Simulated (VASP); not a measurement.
A convergence study with VASP on Cu2O (space group Pn-3m): one setting is varied, all else stays as given below, so the limit is that of these other settings. Each run relaxes cell and ions from the cell shown. The basis is that of the starting cell, so low cut-offs carry a Pulay error.

```
Cu2O
1.0
    4.25719     0.00000     0.00000
    0.00000     4.25719     0.00000
    0.00000     0.00000     4.25719
Cu O
4 2
Direct
  0.75000   0.25000   0.75000
  0.25000   0.75000   0.75000
  0.75000   0.75000   0.25000
  0.25000   0.25000   0.25000
  0.00000   0.00000   0.00000
  0.50000   0.50000   0.50000
```

The numbers are results of PBEsol GGA, VASP's PBE PAW potentials (set 64) (plane waves; VASP), not measurements. The tightest run used: 800 eV cut-off, 6×6×6 Γ-centred mesh, Fermi-Dirac smearing of 0.010 eV, potentials Cu O.

Gaps are read on the run's mesh, which can miss a band edge.

| setting | relaxed volume (Å³/atom) | E (eV/atom) | gap on the mesh (eV) | plane waves |
|---|---|---|---|---|
| ENCUT = 240 | 10.341 | -5.7357 | 0.259 | 672 |
| ENCUT = 280 | 11.209 | -5.2119 | 0.662 | 840 |
| ENCUT = 340 | 11.995 | -5.0477 | 0.657 | 1108 |

These are the cheaper rows. Estimate the results at ENCUT = 800, and how far the last row shown lies from them.

```json
[
 {"quantity": "relaxed volume (Å³/atom)", "tightest run": "12.638", "last row shown is off by": "-0.643"},
 {"quantity": "E (eV/atom)", "tightest run": "-4.9963", "last row shown is off by": "-0.0514"},
 {"quantity": "gap on the mesh (eV)", "tightest run": "0.550", "last row shown is off by": "0.107"}
]
```

Left out are rungs that failed or repeat a setting and relaxations that didn't move; long series are thinned to 24 rows.

The structure is a typed Cu2O crystal (space group no. 224).
